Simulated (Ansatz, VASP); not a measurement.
# TiSi (NiAs type (invented)): VASP beside Ansatz

Aim: how closely do two programs agree when they are given the same cell, functional and k mesh? The cell is generated by rule, not measured, and may not be a known phase. The cell is taken from a series of runs on this material, whose earlier steps may have relaxed, scaled, displaced or heated it; both programs get it as it stands.

Method: plane waves, with VASP 6.6.1 beside it; relaxation of cell and atoms at PBEsol, in Ansatz 0.2.0.

### 1. The structure

It takes space group P6_3/mmc (No. 194, hexagonal). The conventional cell has a = 3.397 Å, b = 3.397 Å, c = 6.561 Å, α = 90.00°, β = 90.00°, γ = 120.00°. Nearest to Ti lie 6 Si at 2.56 Å. Nearest to Si lie 6 Ti at 2.56 Å. Farther neighbours are not listed.

### 2. Ansatz: relaxation of cell and atoms, PBEsol

Ansatz runs on its default PAW (the set named soft_2) files.

The relaxed volume is the usual yardstick between codes: in a stiff, nearly cubic crystal its relative difference is about their pressure difference at one cell divided by the bulk modulus.

Contents of input.yaml:

```yaml
crystal:
  lattice:
    - [3.3966340566, 0.0, 0.0]
    - [-1.6983170283, 2.9415713804, 0.0]
    - [0.0, 0.0, 6.5609259121]
  atoms:
    - { symbol: Ti, position: [0.0, 0.0, 0.0] }
    - { symbol: Ti, position: [0.0, 0.0, 0.5] }
    - { symbol: Si, position: [0.3333333333, 0.6666666667, 0.25] }
    - { symbol: Si, position: [0.6666666667, 0.3333333333, 0.75] }
kpoints:
  mp_grid: { grid: [15, 15, 6] }
hamiltonian:
  xc: pbesol
scf:
  occupations: { method: gaussian, width: 0.1 }
output:
  forces: true
  stress: true
  eigenvalues: true
relax:
  adjacent_minimum: "off"
  f_tol: 0.005
  max_steps: 80
  cell: { stress_tol: 0.05 }
```

On the command line:

```console
$ ansatz run input.yaml --threads 2 --pin off --max-ram 5120MiB --backend cpu --events-out ev --progress --plain --runs-dir out
```

Numbers of over 12 decimals in the logs are rounded to 6 here.

Log:

```text
Engine: ansatz 0.2.0, aarch64-unknown-linux-gnu
Pseudopotentials: kind: paw
Pseudopotential: Ti, paw, valence charge 12, recommended cutoff 420 eV (normal), Ti.paw.azcp
Pseudopotential: Si, paw, valence charge 4, recommended cutoff 420 eV (normal), Si.paw.azcp
Functional definition: PBEsol
  exchange = pbesol_x
  correlation = pbesol_c
Crystal: 4 atoms, lattice volume = 65.553 Å³
Basis set: ecut = 420 eV, 1293 PW (Γ), exchange–correlation on 48×48×90 points (8 copies of the dense FFT grid, shifted against one another)
Bands: 20, of which v1, the nominal top of the filled ones, is band 16 counted from 1 (15 counted from 0)
Symmetry: 24 space group operations
Space group: P63/mmc (ITA 194), of the structure as read, at distance tolerance 4.0e-5 Å
k-points: 108 of 1350
Non-local potential: Ti, projectors of the file, l = 0: 3, l = 1: 2, l = 2: 3, l = 3: 1
Non-local potential: Si, projectors of the file, l = 0: 2, l = 1: 2, l = 2: 2
PAW form: soft (Blöchl's): semilocal exchange-correlation on the pseudo side does not see the compensation charge
PAW frozen core: Ti, regenerated for the run's functional, and the local potential with it (the file was generated under x = pbe(κ = 0.804, μ = 0.219515), c = pbe(β = 0.066725))
PAW frozen core: Si, regenerated for the run's functional, and the local potential with it (the file was generated under x = pbe(κ = 0.804, μ = 0.219515), c = pbe(β = 0.066725))
PAW one-centre angular grid: Ti, 590 points (default); XC on 64 Gauss nodes
PAW one-centre angular grid: Si, 110 points (default); XC on 64 Gauss nodes
Initial density: superposition of atomic densities (neutral atoms: chi_scale 0, normalization atom), corrected by the library's trained network
Initial wavefunctions: pseudopotential atomic-orbital guess
Functional: x = pbesol(κ = 0.804, μ = 0.123457), c = pbesol(β = 0.046)
SCF iter   1: F=—  HF=-6192.452169 eV  |F-HF|=—  |Δ(HF+E_count)|=         —  Δρ=8.11e-3  dr2=3.44e-2  ethr=1.77e-3  ⟨swp⟩=5.2  Hψ=10104  notcnv=0
preconditioner: auto → Kerker (q_TF=auto, 2.421 Å⁻¹)  [metal: Δε(μ)=0.037 eV  Ē_g=4.510 eV  σ=0.100 eV  W_gap=0.21  n_scr=22 (ndim 8)  ℏωp=18.3 eV  f_vac=0.000  D(μ)=2.43/eV (n_scr^D=22)]
SCF iter   2: F=—  HF=-6192.445811 eV  |F-HF|=—  |Δ(HF+E_count)|=   6.36e-3  Δρ=3.68e-3  dr2=5.51e-3  ethr=1.07e-4  ⟨swp⟩=2.4  Hψ=4011  notcnv=0
SCF iter   3: F=—  HF=-6192.445103 eV  |F-HF|=—  |Δ(HF+E_count)|=   7.08e-4  Δρ=1.51e-3  dr2=1.26e-3  ethr=1.72e-5  ⟨swp⟩=1.0  Hψ=2160  notcnv=0
SCF iter   4: F=—  HF=-6192.444823 eV  |F-HF|=—  |Δ(HF+E_count)|=   2.81e-4  Δρ=2.30e-4  dr2=3.71e-5  ethr=3.94e-6  ⟨swp⟩=2.3  Hψ=2833  notcnv=0
SCF iter   5: F=—  HF=-6192.444820 eV  |F-HF|=—  |Δ(HF+E_count)|=   2.82e-6  Δρ=5.93e-5  dr2=2.06e-6  ethr=1.16e-7  ⟨swp⟩=2.0  Hψ=2955  notcnv=0
SCF iter   6: F=-6192.444820 eV  HF=-6192.444820 eV  |F-HF|=2.23e-8  |Δ(HF+E_count)|=   1.52e-7  Δρ=8.87e-6  dr2=4.77e-8  ethr=3.13e-10  ⟨swp⟩=3.2  Hψ=9431  notcnv=0
SCF 1 converged in 6 iterations: F = -6192.444820 eV  dr2 = 4.77e-8
  greatest PAW one-centre occupation: 0.999 electrons in one spin orbital (limit 2), on the Ti atom at site 1 (counted from 0), in its partial waves of l = 0
relax step   1: F+E_penalty+E_count = -6192.44481958 eV  Δ(F+E_penalty+E_count) = +0.000e0 eV  max|allowed force component| = 6.939e-18 eV/Å  Δτ_max = 0.0000 Å  P = -0.054 GPa  Ω = 65.553 Å³  (6 SCF iters, dr2 threshold 1.00e-7 eV, accepted)
[...]
relax step   3: F+E_penalty+E_count = -6192.44549909 eV  Δ(F+E_penalty+E_count) = -1.815e-4 eV  max|allowed force component| = 3.701e-17 eV/Å  Δτ_max = 0.0000 Å  P = +0.002 GPa  Ω = 65.730 Å³  energy of the carried Pulay correction = -2.511e-5 eV  (6 SCF iters, dr2 threshold 4.53e-8 eV, accepted)
[...]
relax step   4: F+E_penalty+E_count = -6192.44552588 eV  Δ(F+E_penalty+E_count) = -2.678e-5 eV  max|allowed force component| = 1.249e-16 eV/Å  Δτ_max = 0.0000 Å  P = -0.001 GPa  Ω = 65.699 Å³  energy of the carried Pulay correction = -2.076e-5 eV  (6 SCF iters, dr2 threshold 8.83e-9 eV, accepted)
[...]
relax step   5: F+E_penalty+E_count = -6192.44555419 eV  Δ(F+E_penalty+E_count) = -2.832e-5 eV  max|allowed force component| = 1.249e-16 eV/Å  Δτ_max = 0.0000 Å  P = -0.000 GPa  Ω = 65.699 Å³  stress off target by 9.70e-3 GPa  SCF on the basis re-selected at this cell (its energy is not comparable with the rows above)  (8 SCF iters)
basis re-selected at this cell: Δ(F+E_penalty+E_count) = -2.832e-5 eV, ΔP = +0.001 GPa vs the last step (what re-selecting the basis moved, of the pressure what is left beyond the Pulay correction that the steps carried, after the strain that the cell walked since its last selection, with what the two solves' SCF thresholds leave and, on support functions, any second-order correction that the steps lacked; it is no m [...]
SCF converged after 8 iterations
Free energy (F): -6192.445554 eV
Harris-Foulkes:  -6192.445554 eV  (|F-HF|=1.82e-12)
Internal energy: -6192.434207 eV  (E = F + TS)
E sigma→0 (E₀):  -6192.439880 eV
Entropy (-TS):   -0.011347 eV (-2.837 meV/atom)
Fermi energy:    10.963425 eV
--- Per-component energies (eV) ---
  E_band       = -323.098768
  E_kinetic    = 627.594136
  E_local      = -2024.994213  (includes V_loc(G=0)·N_el)
  E_nonlocal   = 71.334128
  E_hartree    = 844.030216
  E_xc         = -305.090478
  E_vxc        = -339.625470  (∫ρ·V_xc dr)
  E_paw        = -3042.625091  (= ΣΔE_a)
  E_vpaw       = -345.468006  (= ΣTr[D̂ρ^β])
  E_aug_tail   = 0.000226  (compensation charges beyond the density's cutoff)
  E_ewald      = -2363.025021
  E_core_change = 0.341890  (= ΣΔE_core)
  E_smearing   = -0.011347  (= −TS)
  E_closure    = -0.000000  (closes the sum)
  Σ components = -6192.445554   (vs F -6192.445554, Δ=0.00e0)
--- Forces (eV/Å), atoms counted from 1 ---
  atom   1  Ti    -0.00000000    -0.00000000     0.00000000
  atom   2  Ti    -0.00000000     0.00000000     0.00000000
  atom   3  Si     0.00000000    -0.00000000    -0.00000000
  atom   4  Si     0.00000000     0.00000000     0.00000000
  max |Σ_I F_I| component: 1.39e-16 eV/Å
--- Stress (GPa, compression-positive) ---
        0.004636      -0.000000       0.000000
       -0.000000       0.004636      -0.000000
        0.000000      -0.000000      -0.009695
  P = ⅓ Tr σ = -0.0001 GPa (-0.001 kbar)
--- Band table (eV; the first three rows and the last of 108) ---
  k-point 0: bands = [... 12 lower, 10.0736, 10.0736, 11.3210, 11.3210, 11.5652, 11.5652, 12.8708, 12.8731]
  k-point 1: bands = [... 12 lower, 10.1392, 10.1392, 11.2114, 11.2114, 11.6242, 11.6242, 12.7176, 12.7176]
  k-point 2: bands = [... 12 lower, 10.3279, 10.3279, 10.9380, 10.9380, 11.7958, 11.7958, 12.3938, 12.3938]
  k-point 107: bands = [... 12 lower, 8.3385, 8.3385, 9.2254, 9.2254, 11.3063, 11.3063, 13.2140, 13.2140]
--- Relaxed structure (4 steps of the walk, 4 accepted, 1 SCFs on fresh bases) ---
  F+E_penalty+E_count = -6192.44555419 eV   max|allowed force component| = 1.249e-16 eV/Å   (the final SCF, on the basis selected at the relaxed cell)
  cell:  # Å, volume = 65.6993 Å³
    - [3.412527, 0.0, 0.0]
    - [-1.706263, 2.955335, 0.0]
    - [0.0, 0.0, 6.514458]
  atoms:
    - { symbol: Ti, position: [0, 0, 0] }
    - { symbol: Ti, position: [0, 0, 0.5] }
    - { symbol: Si, position: [0.333333, 0.666667, 0.25] }
    - { symbol: Si, position: [0.666667, 0.333333, 0.75] }
```

### 3. VASP: relaxation of cell and atoms, PBEsol

The same cell, functional, mesh and smearing now go to VASP, with its own data sets.

Lines of VASP's logs that name or quote its potential files are left out, and so is its time.

Contents of INCAR:

```
SYSTEM = TiSi
PREC = Accurate
ENCUT = 500
EDIFF = 1E-07
NELM = 120
ISMEAR = 0
SIGMA = 0.1
LREAL = .FALSE.
ALGO = Normal
GGA = PS
NBANDS = 22
LASPH = .TRUE.
LORBIT = 11
LWAVE = .FALSE.
LCHARG = .FALSE.
ISIF = 3
IBRION = 2
NSW = 80
EDIFFG = -0.005
GGA_COMPAT = .FALSE.
NELMIN = 4
```

Contents of POSCAR:

```
TiSi
1.0
    3.3966340000      0.0000000000      0.0000000000
   -1.6983170000      2.9415710000      0.0000000000
    0.0000000000      0.0000000000      6.5609260000
Ti Si
2 2
Direct
    0.0000000000      0.0000000000      0.0000000000
    0.0000000000      0.0000000000      0.5000000000
    0.3333334467      0.6666668933      0.2499999238
    0.6666667233      0.3333334467      0.7499999238
```

Contents of KPOINTS:

```
Automatic mesh
0
Gamma
15 15 6
0 0 0
```

The projector-augmented-wave data sets are Ti_sv and Si (PBE family, release 64).

On the command line:

```console
$ mpirun -np 1 vasp_std
```

Log:

```text
[banner, memory and clock lines left out]
running    1 mpi-ranks, on    1 nodes
 distrk:  each k-point on    1 cores,    1 groups
 distr:  one band on    1 cores,    1 groups

 POSCAR found type information on POSCAR TiSi
 POSCAR found :  2 types and       4 ions
|                                                                             |
|               ----> ADVICE to this user running VASP <----                  |
|                                                                             |
|     You enforced a specific xc type in the INCAR file but a different       |
|     [... a line on the potential file left out ...]
|     I HOPE YOU KNOW WHAT YOU ARE DOING!                                     |
|                                                                             |

 LDA part: xc-table for (Slater+PW92), standard interpolation
 POSCAR, INCAR and KPOINTS ok, starting setup
 FFT: planning ... GRIDC
 FFT: planning ... GRID_SOFT
 FFT: planning ... GRID
 WAVECAR not read
 entering main loop
       N       E                     dE             d eps       ncg     rms          rms(c)
DAV:   1     0.308357218444E+03    0.30836E+03   -0.15171E+04  4752   0.153E+03
DAV:   2    -0.143241370826E+01   -0.30979E+03   -0.30112E+03  4788   0.444E+02
DAV:   3    -0.325936390997E+02   -0.31161E+02   -0.29655E+02  8412   0.122E+02
DAV:   4    -0.344449256370E+02   -0.18513E+01   -0.18404E+01  6392   0.265E+01
DAV:   5    -0.345545360907E+02   -0.10961E+00   -0.10959E+00  7164   0.551E+00    0.169E+01
DAV:   6    -0.300595303514E+02    0.44950E+01   -0.37286E+01  6166   0.491E+01    0.512E+00
DAV:   7    -0.298447812799E+02    0.21475E+00   -0.38974E+00  6012   0.165E+01    0.353E+00
DAV:   8    -0.298318309926E+02    0.12950E-01   -0.32834E-01  6762   0.453E+00    0.106E+00
DAV:   9    -0.298269208827E+02    0.49101E-02   -0.60539E-02  6334   0.205E+00    0.407E-01
DAV:  10    -0.298281033352E+02   -0.11825E-02   -0.33391E-03  6100   0.541E-01    0.141E-01
DAV:  11    -0.298280370952E+02    0.66240E-04   -0.59224E-04  7058   0.211E-01    0.325E-02
DAV:  12    -0.298280328941E+02    0.42011E-05   -0.49774E-05  6706   0.546E-02    0.476E-03
DAV:  13    -0.298280324643E+02    0.42974E-06   -0.18993E-06  6336   0.122E-02    0.304E-03
DAV:  14    -0.298280327512E+02   -0.28688E-06   -0.21817E-07  5202   0.493E-03    0.122E-03
DAV:  15    -0.298280328096E+02   -0.58418E-07   -0.80407E-08  3514   0.289E-03
   1 F= -.29828033E+02 E0= -.29821708E+02  d E =-.298280E+02
[...]
2 F= -.29828207E+02 E0= -.29821986E+02  d E =-.173993E-03
[...]
3 F= -.29828495E+02 E0= -.29822535E+02  d E =-.461699E-03
[...]
4 F= -.29828308E+02 E0= -.29822821E+02  d E =-.274761E-03
[...]
5 F= -.29828555E+02 E0= -.29822754E+02  d E =-.521879E-03
[...]
6 F= -.29828648E+02 E0= -.29822911E+02  d E =-.937053E-04
 trial-energy change:   -0.000094  1 .order   -0.000091   -0.000143   -0.000039
 step:   0.6425(harm=  0.6758)  dis= 0.00000  next Energy=   -29.828655 (dE=-0.999E-04)
 bond charge predicted
       N       E                     dE             d eps       ncg     rms          rms(c)
DAV:   1    -0.298287618918E+02   -0.11344E-03   -0.28936E-03  5772   0.686E-01    0.866E-02
DAV:   2    -0.298286726411E+02    0.89251E-04   -0.81240E-04  6024   0.280E-01    0.282E-02
DAV:   3    -0.298286565916E+02    0.16049E-04   -0.87621E-05  6780   0.629E-02    0.130E-02
DAV:   4    -0.298286549806E+02    0.16111E-05   -0.23512E-05  8218   0.324E-02    0.708E-03
DAV:   5    -0.298286551938E+02   -0.21320E-06   -0.12332E-06  5572   0.958E-03    0.415E-03
DAV:   6    -0.298286553584E+02   -0.16463E-06   -0.17502E-06  7292   0.622E-03    0.162E-03
DAV:   7    -0.298286552603E+02    0.98121E-07   -0.86783E-08  3490   0.217E-03
   7 F= -.29828655E+02 E0= -.29822937E+02  d E =-.100571E-03
 curvature:  -0.78 expect dE=-0.294E-06 dE for cont linesearch -0.189E-06
 trial: gam=-0.03457 g(F)=  0.154E-43 g(S)=  0.377E-06 ort = 0.130E-04 (trialstep = 0.521E+00)
 search vector abs. value=  0.312E-06
 reached required accuracy - stopping structural energy minimisation
```

From OUTCAR (step 3):

```text
ion  position               nearest neighbor table
   1  0.000  0.000  0.000-   3 2.56   3 2.56   4 2.56   3 2.56   4 2.56   4 2.56
   2  0.000  0.000  0.500-   4 2.56   4 2.56   4 2.56   3 2.56   3 2.56   3 2.56
   3  0.333  0.667  0.250-   1 2.56   1 2.56   1 2.56   2 2.56   2 2.56   2 2.56
   4  0.667  0.333  0.750-   2 2.56   2 2.56   2 2.56   1 2.56   1 2.56   1 2.56

  LATTYP: Found a hexagonal cell.
 ALAT       =     3.3966340000
 C/A-ratio  =     1.9315963981

 Subroutine GETGRP returns: Found 24 space group operations
 (whereof 12 operations were pure point group operations)

The static configuration has the point symmetry D_3d.
 The point group associated with its full space group is D_6h.

 Found    108 irreducible k-points:

   k-points           NKPTS =    108   k-points in BZ     NKDIM =    108   number of bands    NBANDS=     22

   dimension x,y,z NGX =    28 NGY =   28 NGZ =   48
   dimension x,y,z NGXF=    56 NGYF=   56 NGZF=   96

   ENCUT  =  500.0 eV  36.75 Ry    6.06 a.u.   6.19  6.19 11.96*2*pi/ulx,y,z

   NELECT =      32.0000    total number of electrons

 k-points in reciprocal lattice and weights: Automatic mesh
   0.00000000  0.00000000  0.00000000       0.001
   0.06666667  0.00000000  0.00000000       0.004
   0.13333333  0.00000000  0.00000000       0.004
   0.20000000  0.00000000  0.00000000       0.004
   0.26666667  0.00000000  0.00000000       0.004
   0.33333333  0.00000000  0.00000000       0.004
   0.40000000  0.00000000  0.00000000       0.004
   0.46666667  0.00000000  0.00000000       0.004
   0.06666667  0.06666667  0.00000000       0.004
[...]
0.33333333  0.26666667  0.50000000       0.009
   0.33333333  0.33333333  0.50000000       0.001

 average (electrostatic) potential at core
       1 -72.4194       2 -72.4194       3 -80.1401       4 -80.1401

 E-fermi :   8.0764

 k-point     1 :       0.0000    0.0000    0.0000
  band No.  band energies     occupation
    ...
     10       0.3970      2.00000
     11       2.9004      2.00000
     12       6.9303      2.00000
     13       7.1911      2.00000
     14       7.1911      2.00000
     15       8.4295      0.00000
     16       8.4295      0.00000
     17       8.6774      0.00000
     18       8.6774      0.00000
     19       9.9797      0.00000
    ...

 k-point     2 :       0.0667    0.0000    0.0000
  band No.  band energies     occupation
    ...
     10       0.4308      2.00000
     11       2.9850      2.00000
     12       6.9485      2.00000
     13       7.0847      2.00000
     14       7.2112      2.00000
     15       8.2193      0.04329
     16       8.4835      0.00000
     17       8.5596      0.00000
     18       8.6239      0.00000
     19       9.6211      0.00000
    ...

 k-point     3 :       0.1333    0.0000    0.0000
  band No.  band energies     occupation
    ...
     11       3.2337      2.00000
     12       6.7843      2.00000
     13       6.9803      2.00000
     14       7.2519      2.00000
     15       7.7700      1.99999
     16       8.2129      0.05345
     17       8.5136      0.00000
     18       8.6397      0.00000
     19       9.3772      0.00000
     20       9.9307      0.00000
    ...

  Total        0.0036354      0.0036354      0.0021953      0.0000000      0.0000000      0.0000000
  in kB        0.0886345      0.0886345      0.0535234      0.0000000      0.0000000      0.0000000
  external PRESSURE =       0.0769308 kB  Pullay stress =       0.0000000 kB

  energy-cutoff  :      500.00
  volume of cell :       65.72
      direct lattice vectors                 reciprocal lattice vectors
     3.411948210 -0.000000000  0.000000000     0.293087684  0.169214273 -0.000000000
    -1.705974105  2.954833491 -0.000000000     0.000000000  0.338428545 -0.000000000
    -0.000000000  0.000000000  6.518224345     0.000000000  0.000000000  0.153416014

 POSITION                                       TOTAL-FORCE (eV/Angst)
 -----------------------------------------------------------------------------------
      0.00000     -0.00000      0.00000         0.000000      0.000000      0.000000
     -0.00000      0.00000      3.25911         0.000000      0.000000      0.000000
      0.00000      1.96989      1.62956        -0.000000     -0.000000      0.000000
      1.70597      0.98494      4.88867         0.000000      0.000000      0.000000
 -----------------------------------------------------------------------------------
    total drift:                               -0.000000     -0.000002     -0.000059

  FREE ENERGIE OF THE ION-ELECTRON SYSTEM (eV)
  ---------------------------------------------------
  free  energy   TOTEN  =       -29.8286552603 eV

  energy  without entropy=      -29.8172178518  energy(sigma->0) =      -29.82293656

 reached required accuracy - stopping structural energy minimisation

 total charge
# of ion       s       p       d       tot
------------------------------------------
    1        2.188   6.156   1.954  10.298
    2        2.188   6.156   1.954  10.298
    3        0.801   0.923   0.000   1.723
    4        0.801   0.923   0.000   1.723
--------------------------------------------------
tot          5.978  14.157   3.908  24.042

[... 3 further parts left out ...]
```

CONTCAR:

```
TiSi
   1.00000000000000
     3.4119482101390965   -0.0000000000000000    0.0000000000000000
    -1.7059741050695483    2.9548334905317724   -0.0000000000000000
    -0.0000000000000000    0.0000000000000000    6.5182243447656134
  Ti              Si
     2     2
Direct
     0.0000000000000000    0.0000000000000000    0.0000000000000000
     0.0000000000000000    0.0000000000000000    0.5000000000000000
     0.3333334467000029    0.6666668932999968    0.2499999237999972
     0.6666667232999970    0.3333334467000029    0.7499999237999972
```

The run keeps the 24 symmetry operations of its start, so it cannot find a distortion of lower symmetry.

### 4. Differences

Known differences besides the potentials themselves: the cutoff is 420 eV in Ansatz and 500 eV in VASP; Ansatz makes its cores anew for this functional, VASP keeps those of its PBE data sets; Ansatz adds a Pulay correction to the stress that steers its cell, VASP none. Total energies have different zeros and are not compared.

Both answers:

| quantity | Ansatz | VASP | difference |
| --- | --- | --- | --- |
| volume (Å³) | 65.70 | 65.72 | -0.02 % |
| edge a after relaxation, in the typed setting (Å) | 3.413 | 3.412 | +0.02 % |
| edge c after relaxation, in the typed setting (Å) | 6.514 | 6.518 | -0.06 % |

### 5. Outcome

| Property | Result |
| --- | --- |
| difference in edge c after relaxation, in the typed setting (relaxation of cell and atoms, PBEsol) | -0.057 % |

The difference in edge c after relaxation, in the typed setting is -0.057 % (relaxation of cell and atoms, PBEsol), within the 1.2 % picked in this series as the mark of a large difference, as far as the stopping tolerances let one tell. How closely two codes agree says nothing of how well the functional describes the real material.

[Lines on the potential files, build, host, timing and source positions are cut from VASP's logs without a mark.]

[Logs are printed without paths, hosts, clocks, repeated set-up lines and the standing remarks that a program may print on its own settings, such as how far it seeks lower states.]

[Hosts, paths, dates, database ids (printed as entryN), source tags and the programs' standing remarks are cut or masked in the printed files.]
